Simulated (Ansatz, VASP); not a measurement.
# SnPtW (SnPtW in the AlB2 type): VASP beside Ansatz

Aim: how closely do two programs agree when they are given the same cell, functional and k mesh? The cell is generated by rule, not measured, and may not be a known phase. The cell is taken from a series of runs on this material, whose earlier steps may have relaxed, scaled, displaced or heated it; both programs get it as it stands.

Method: plane waves, with VASP 6.6.1 beside it; single point at PBEsol, in Ansatz 0.2.0.

The structure was built from a prototype and need not be the compound's stable phase.

## (1) The structure

It takes space group P-6m2 (No. 187, hexagonal). Conventional cell: a = 3.992 Å, b = 3.992 Å, c = 4.191 Å, α = 90.00°, β = 90.00°, γ = 120.00°. Nearest to W lie 6 Sn at 3.11 Å and 6 Pt at 3.11 Å. Sn has 3 Pt at 2.30 Å and 6 W at 3.11 Å nearest. Pt has 3 Sn at 2.30 Å and 6 W at 3.11 Å nearest. Farther neighbours are not listed.

## (2) Ansatz: single point, PBEsol

Ansatz runs on its PAW soft_1 files.

With cell and atoms fixed, the geometry can't cause a difference; cores, projectors, grids and the points listed under the comparison can.

input.yaml

```yaml
crystal:
  lattice:
    - [3.99172, 0.0, 0.0]
    - [-1.99586, 3.45693, 0.0]
    - [0.0, 0.0, 4.19131]
  atoms:
    - { symbol: W, position: [0.0, 0.0, 0.0] }
    - { symbol: Sn, position: [0.33333333, 0.66666667, 0.5] }
    - { symbol: Pt, position: [0.66666667, 0.33333333, 0.5] }
kpoints:
  mp_grid: { grid: [6, 6, 4] }
hamiltonian:
  xc: pbesol
  pseudopotentials: { kind: paw, azcp: { folder: soft_1 }, xc_functional: pbe }
scf:
  occupations: { method: gaussian, width: 0.1 }
output:
  forces: true
  stress: true
  eigenvalues: true
```

On the command line:

```sh
ansatz run input.yaml --threads 4 --pin off --max-ram 12288MiB --backend cpu --events-out ev --progress --plain --runs-dir out
```

Numbers of over 12 decimals in the logs are rounded to 6 here.

Log:

```text
Engine: ansatz 0.2.0, x86_64-unknown-linux-gnu
Pseudopotentials: kind: paw
Pseudopotential: W, paw, valence charge 14, recommended cutoff 420 eV (normal), soft_1/W.paw.azcp
Pseudopotential: Sn, paw, valence charge 14, recommended cutoff 420 eV (normal), soft_1/Sn.paw.azcp
Pseudopotential: Pt, paw, valence charge 18, recommended cutoff 420 eV (normal), soft_1/Pt.paw.azcp
Functional definition: PBEsol
  exchange = pbesol_x
  correlation = pbesol_c
Crystal: 3 atoms, lattice volume = 57.836 Å³
Basis set: ecut = 420 eV, 1131 PW (Γ), exchange–correlation on 54×54×60 points (8 copies of the dense FFT grid, shifted against one another)
Bands: 28, of which v1, the nominal top of the filled ones, is band 23 counted from 1 (22 counted from 0)
Symmetry: 12 space group operations
Space group: P-6m2 (ITA 187), of the structure as read, at distance tolerance 3.9e-5 Å
k-points: 21 of 144 (time reversal used)
Non-local potential: W, projectors of the file, l = 0: 3, l = 1: 2, l = 2: 2, l = 3: 1
Non-local potential: Sn, projectors of the file, l = 0: 2, l = 1: 2, l = 2: 2, l = 3: 1
Non-local potential: Pt, projectors of the file, l = 0: 3, l = 1: 2, l = 2: 2, l = 3: 1
PAW form: soft (Blöchl's): semilocal exchange-correlation on the pseudo side does not see the compensation charge
PAW frozen core: W, regenerated for the run's functional, and the local potential with it (the file was generated under x = pbe(κ = 0.804, μ = 0.219515), c = pbe(β = 0.066725))
PAW frozen core: Sn, regenerated for the run's functional, and the local potential with it (the file was generated under x = pbe(κ = 0.804, μ = 0.219515), c = pbe(β = 0.066725))
PAW frozen core: Pt, regenerated for the run's functional, and the local potential with it (the file was generated under x = pbe(κ = 0.804, μ = 0.219515), c = pbe(β = 0.066725))
PAW one-centre angular grid: W, 590 points (default); XC on 64 Gauss nodes
PAW one-centre angular grid: Sn, 590 points (default); XC on 64 Gauss nodes
PAW one-centre angular grid: Pt, 590 points (default); XC on 64 Gauss nodes
Initial density: superposition of atomic densities (chi_scale 0.1, normalization cell, long waves kept (reshape's long-wave potential 0.00 eV rms))
Initial wavefunctions: pseudopotential atomic-orbital guess
Functional: x = pbesol(κ = 0.804, μ = 0.123457), c = pbesol(β = 0.046)
SCF iter   1: F=—  HF=-28590.005958 eV  |F-HF|=—  |Δ(HF+E_count)|=         —  Δρ=7.62e-2  dr2=4.58e0  ethr=3.10e-3  ⟨swp⟩=5.9  Hψ=2441  notcnv=0
preconditioner: auto → Resta (q_TF=auto, 2.626 Å⁻¹)  ε∞=5.3  [insulator: Δε(μ)=0.346 eV  Ē_g=12.833 eV  σ=0.100 eV  W_gap=0.54  n_scr=20 (ndim 8)  ℏωp=26.7 eV  f_vac=0.000  D(μ)=0.80/eV (n_scr^D=2)  ε∞_Penn≈5.3]
SCF iter   2: F=—  HF=-28589.005686 eV  |F-HF|=—  |Δ(HF+E_count)|=    1.00e0  Δρ=3.42e-2  dr2=1.00e0  ethr=3.10e-3  ⟨swp⟩=2.0  Hψ=1012  notcnv=0  defer=8
SCF iter   3: F=—  HF=-28588.768961 eV  |F-HF|=—  |Δ(HF+E_count)|=   2.37e-1  Δρ=5.26e-3  dr2=1.48e-2  ethr=2.18e-3  ⟨swp⟩=2.0  Hψ=864  notcnv=0  defer=8
SCF iter   4: F=—  HF=-28588.767905 eV  |F-HF|=—  |Δ(HF+E_count)|=   1.06e-3  Δρ=1.01e-3  dr2=3.99e-4  ethr=3.22e-5  ⟨swp⟩=1.6  Hψ=797  notcnv=0  defer=5
SCF iter   5: F=—  HF=-28588.767968 eV  |F-HF|=—  |Δ(HF+E_count)|=   6.26e-5  Δρ=2.01e-4  dr2=2.05e-5  ethr=8.67e-7  ⟨swp⟩=2.9  Hψ=1098  notcnv=0  defer=5
SCF iter   6: F=—  HF=-28588.767960 eV  |F-HF|=—  |Δ(HF+E_count)|=   7.64e-6  Δρ=5.27e-5  dr2=1.78e-6  ethr=4.45e-8  ⟨swp⟩=2.1  Hψ=847  notcnv=0  defer=5
SCF iter   7: F=-28588.767959 eV  HF=-28588.767959 eV  |F-HF|=2.80e-8  |Δ(HF+E_count)|=   4.75e-7  Δρ=1.13e-5  dr2=7.83e-8  ethr=2.17e-10  ⟨swp⟩=6.2  Hψ=3034  notcnv=0
SCF 1 converged in 7 iterations: F = -28588.767959 eV  dr2 = 7.83e-8
  greatest PAW one-centre occupation: 1.000 electrons in one spin orbital (limit 2), on the Pt atom at site 2 (counted from 0), in its partial waves of l = 0
SCF converged after 7 iterations
Free energy (F): -28588.767959 eV
Harris-Foulkes:  -28588.767959 eV  (|F-HF|=2.80e-8)
Internal energy: -28588.763502 eV  (E = F + TS)
E sigma→0 (E₀):  -28588.765731 eV
Entropy (-TS):   -0.004458 eV (-1.486 meV/atom)
Fermi energy:    17.214749 eV
--- Per-component energies (eV) ---
  E_band       = -405.652813
  E_kinetic    = 1190.842072
  E_local      = -3713.219122  (includes V_loc(G=0)·N_el)
  E_nonlocal   = 334.792407
  E_hartree    = 1587.781767
  E_xc         = -621.067218
  E_vxc        = -581.937068  (∫ρ·V_xc dr)
  E_paw        = -22095.803508  (= ΣΔE_a)
  E_vpaw       = -811.704063  (= ΣTr[D̂ρ^β])
  E_aug_tail   = 0.001655  (compensation charges beyond the density's cutoff)
  E_ewald      = -5272.885283
  E_core_change = 0.793729  (= ΣΔE_core)
  E_smearing   = -0.004458  (= −TS)
  E_closure    = -0.000000  (closes the sum)
  Σ components = -28588.767959   (vs F -28588.767959, Δ=0.00e0)
--- Forces (eV/Å), atoms counted from 1 ---
  atom   1  W      0.00000000    -0.00000000     0.00000000
  atom   2  Sn     0.00000000    -0.00000000     0.00000000
  atom   3  Pt     0.00000000     0.00000000     0.00000000
  max |Σ_I F_I| component: 2.59e-16 eV/Å
--- Stress (GPa, compression-positive) ---
       30.807580      -0.000000       0.000000
       -0.000000      30.807580       0.000000
        0.000000       0.000000     -25.658729
  P = ⅓ Tr σ = 11.9855 GPa (119.855 kbar)
--- Band table (eV; the first three rows and the last of 21) ---
  k-point 0: bands = [... 19 lower, 16.0236, 16.0236, 16.0966, 16.1954, 17.3905, 17.3905, 20.6822, 22.8103, ... 1 higher]
  k-point 1: bands = [... 19 lower, 14.6764, 16.3427, 16.3427, 16.6064, 17.5835, 17.5835, 22.1199, 22.8150, ... 1 higher]
  k-point 2: bands = [... 19 lower, 14.3349, 16.9566, 17.2390, 17.2390, 17.2397, 17.2397, 22.1248, 22.1248, ... 1 higher]
  k-point 20: bands = [... 19 lower, 14.0345, 14.4958, 15.5130, 15.6210, 17.5382, 18.9642, 19.4629, 19.5226, ... 1 higher]
```

The run ends at a pressure of 11.99 GPa.

## (3) VASP: single point, PBEsol

The same cell, functional, mesh and smearing now go to VASP, with its own data sets.

Lines of VASP's logs that name or quote its potential files are left out, and so is its time.

INCAR

```
SYSTEM = SnPtW
PREC = Accurate
ENCUT = 600
EDIFF = 1E-06
NELM = 120
ISMEAR = 0
SIGMA = 0.1
LREAL = .FALSE.
ALGO = Normal
GGA = PS
NBANDS = 21
LASPH = .TRUE.
LORBIT = 11
LWAVE = .FALSE.
LCHARG = .FALSE.
ISIF = 2
GGA_COMPAT = .FALSE.
```

POSCAR

```
SnPtW
1.0
    3.9917200000      0.0000000000      0.0000000000
   -1.9958600000      3.4569300000      0.0000000000
    0.0000000000      0.0000000000      4.1913100000
W Sn Pt
1 1 1
Direct
    0.0000000000      0.0000000000      0.0000000000
    0.3333333333      0.6666666667      0.5000000000
    0.6666666667      0.3333333333      0.5000000000
```

KPOINTS

```
Automatic mesh
0
Gamma
6 6 4
0 0 0
```

PAW data sets: W, Sn_d and Pt (PBE family, release 64).

On the command line:

```sh
mpirun -np 1 vasp_std
```

Log:

```text
[banner, memory and clock lines left out]
running    1 mpi-ranks, on    1 nodes
 distrk:  each k-point on    1 cores,    1 groups
 distr:  one band on    1 cores,    1 groups

 POSCAR found type information on POSCAR W SnPt
 POSCAR found :  3 types and       3 ions
|                                                                             |
|               ----> ADVICE to this user running VASP <----                  |
|                                                                             |
|     You enforced a specific xc type in the INCAR file but a different       |
|     [... a line on the potential file left out ...]
|     I HOPE YOU KNOW WHAT YOU ARE DOING!                                     |
|                                                                             |

 LDA part: xc-table for (Slater+PW92), standard interpolation
 POSCAR, INCAR and KPOINTS ok, starting setup
 FFT: planning ... GRIDC
 FFT: planning ... GRID_SOFT
 FFT: planning ... GRID
 WAVECAR not read
 entering main loop
       N       E                     dE             d eps       ncg     rms          rms(c)
DAV:   1     0.269616742215E+03    0.26962E+03   -0.15800E+04   913   0.209E+03
DAV:   2     0.688532862206E+01   -0.26273E+03   -0.24936E+03   897   0.534E+02
DAV:   3    -0.219944062155E+02   -0.28880E+02   -0.27519E+02  1069   0.140E+02
DAV:   4    -0.230210322834E+02   -0.10266E+01   -0.10161E+01  1020   0.271E+01
DAV:   5    -0.230462294774E+02   -0.25197E-01   -0.25182E-01  1104   0.442E+00    0.178E+01
DAV:   6    -0.213263390114E+02    0.17199E+01   -0.55690E+00  1122   0.122E+01    0.669E+00
DAV:   7    -0.211366620848E+02    0.18968E+00   -0.23174E+00  1044   0.120E+01    0.520E+00
DAV:   8    -0.209744931280E+02    0.16217E+00   -0.33666E-01  1022   0.565E+00    0.153E+00
DAV:   9    -0.209659055734E+02    0.85876E-02   -0.47514E-02  1123   0.190E+00    0.317E-01
DAV:  10    -0.209643714186E+02    0.15342E-02   -0.44355E-03  1102   0.695E-01    0.101E-01
DAV:  11    -0.209642570977E+02    0.11432E-03   -0.57772E-04  1166   0.305E-01    0.299E-02
DAV:  12    -0.209642551015E+02    0.19962E-05   -0.27607E-05  1057   0.489E-02    0.122E-02
DAV:  13    -0.209642543827E+02    0.71881E-06   -0.40441E-06   968   0.245E-02
   1 F= -.20964254E+02 E0= -.20962032E+02  d E =-.444552E-02
```

From OUTCAR (step 3):

```text
ion  position               nearest neighbor table
   1  0.000  0.000  0.000-   2 3.11   2 3.11   3 3.11   3 3.11   2 3.11   3 3.11   2 3.11   3 3.11
                             3 3.11   3 3.11   2 3.11   2 3.11
   2  0.333  0.667  0.500-   3 2.30   3 2.30   3 2.30   1 3.11   1 3.11   1 3.11   1 3.11   1 3.11
                             1 3.11
   3  0.667  0.333  0.500-   2 2.30   2 2.30   2 2.30   1 3.11   1 3.11   1 3.11   1 3.11   1 3.11
                             1 3.11

  LATTYP: Found a hexagonal cell.
 ALAT       =     3.9917200000
 C/A-ratio  =     1.0500010021

 Subroutine GETGRP returns: Found 12 space group operations
 (whereof 12 operations were pure point group operations)

The static configuration has the point symmetry D_3h.

 Found     21 irreducible k-points:

   k-points           NKPTS =     21   k-points in BZ     NKDIM =     21   number of bands    NBANDS=     21

   dimension x,y,z NGX =    32 NGY =   32 NGZ =   36
   dimension x,y,z NGXF=    64 NGYF=   64 NGZF=   72

   ENCUT  =  600.0 eV  44.10 Ry    6.64 a.u.   7.97  7.97  8.37*2*pi/ulx,y,z

   NELECT =      30.0000    total number of electrons

 k-points in reciprocal lattice and weights: Automatic mesh
   0.00000000  0.00000000  0.00000000       0.007
   0.16666667 -0.00000000  0.00000000       0.042
   0.33333333 -0.00000000  0.00000000       0.042
   0.50000000  0.00000000  0.00000000       0.021
   0.16666667  0.16666667  0.00000000       0.042
   0.33333333  0.16666667  0.00000000       0.083
   0.33333333  0.33333333  0.00000000       0.014
   0.00000000  0.00000000  0.25000000       0.014
   0.16666667 -0.00000000  0.25000000       0.083
[...]
0.33333333  0.16666667  0.50000000       0.083
   0.33333333  0.33333333  0.50000000       0.014

 average (electrostatic) potential at core
       1 -37.5982       2 -97.8607       3 -65.7624

 E-fermi :   8.6925

 k-point     1 :       0.0000    0.0000    0.0000
  band No.  band energies     occupation
    ...
     11       4.7961      2.00000
     12       7.5141      2.00000
     13       7.5141      2.00000
     14       7.6007      2.00000
     15       7.6919      2.00000
     16       8.8660      0.01417
     17       8.8660      0.01417
     18      12.1773      0.00000
     19      14.3471      0.00000
     20      14.9828      0.00000
    ...

 k-point     2 :       0.1667   -0.0000    0.0000
  band No.  band energies     occupation
    ...
     11       4.7354      2.00000
     12       7.0462      2.00000
     13       7.1018      2.00000
     14       7.6945      2.00000
     15       7.9126      2.00000
     16       8.9804      0.00005
     17      10.3357      0.00000
     18      11.3751      0.00000
     19      12.5897      0.00000
     20      12.7184      0.00000
    ...

 k-point     3 :       0.3333   -0.0000    0.0000
  band No.  band energies     occupation
    ...
     11       4.6226      2.00000
     12       5.9377      2.00000
     13       7.1380      2.00000
     14       7.8512      2.00000
     15       8.0971      2.00000
     16       9.2004      0.00000
     17       9.7409      0.00000
     18      10.2722      0.00000
     19      12.5106      0.00000
     20      12.9092      0.00000
    ...

  Total       11.1002154     11.1002095     -9.4747741      0.0000000     -0.0000000      0.0000000
  in kB      307.4974717    307.4973072   -262.4695994      0.0000000     -0.0000000      0.0000000
  external PRESSURE =     117.5083932 kB  Pullay stress =       0.0000000 kB

  energy-cutoff  :      600.00
  volume of cell :       57.84
      direct lattice vectors                 reciprocal lattice vectors
     3.991720000  0.000000000  0.000000000     0.250518573  0.144637005  0.000000000
    -1.995860000  3.456930000  0.000000000     0.000000000  0.289274009  0.000000000
     0.000000000  0.000000000  4.191310000     0.000000000  0.000000000  0.238588890

 POSITION                                       TOTAL-FORCE (eV/Angst)
 -----------------------------------------------------------------------------------
      0.00000      0.00000      0.00000         0.000000      0.000000      0.000000
     -0.00000      2.30462      2.09565        -0.000000      0.000000      0.000000
      1.99586      1.15231      2.09565         0.000000     -0.000000      0.000000
 -----------------------------------------------------------------------------------
    total drift:                                0.000000     -0.000010     -0.000000

  FREE ENERGIE OF THE ION-ELECTRON SYSTEM (eV)
  ---------------------------------------------------
  free  energy   TOTEN  =       -20.9642543827 eV

  energy  without entropy=      -20.9598088623  energy(sigma->0) =      -20.96203162

 total charge
# of ion       s       p       d       tot
------------------------------------------
    1        0.413   0.322   3.767   4.502
    2        1.134   1.541  10.242  12.918
    3        0.773   0.799   8.318   9.889
--------------------------------------------------
tot          2.320   2.662  22.327  27.309

[... 3 further parts left out ...]
```

The k-mesh is coarse for a metal. The data set W keeps the semicore shell frozen, which is cheaper and a little less accurate.

## (4) Differences

Known differences besides the potentials themselves: the data sets hold 46 valence electrons in Ansatz (on its PAW soft_1 files) and 30 in VASP; the cutoff is 420 eV in Ansatz and 600 eV in VASP; Ansatz makes its cores anew for this functional, VASP keeps those of its PBE data sets. Total energies have different zeros and are not compared.

The two programs side by side:

| quantity | Ansatz | VASP | difference |
| --- | --- | --- | --- |
| pressure (GPa) | 11.99 | 11.75 | +0.23 |

## (5) What came out

```yaml
difference_in_pressure_single_point_pbesol: 0.23 GPa
```

In words: The difference in pressure is 0.23 GPa (single point, PBEsol), within the 1 GPa picked in this series as the mark of a large difference. The data sets hold unlike numbers of valence electrons (46 in Ansatz and 30 in VASP), so part of the differences comes from the potentials. Such differences can come from data sets, numerical settings and the points named under the comparisons, not from the functional's error against experiment.

[Lines on the potential files, build, host, timing and source positions are cut from VASP's logs without a mark.]

[Logs are printed without paths, hosts, clocks, repeated set-up lines and the standing remarks that a program may print on its own settings, such as how far it seeks lower states.]

[Hosts, paths, dates, database ids (printed as entryN), source tags and the programs' standing remarks are cut or masked in the printed files.]
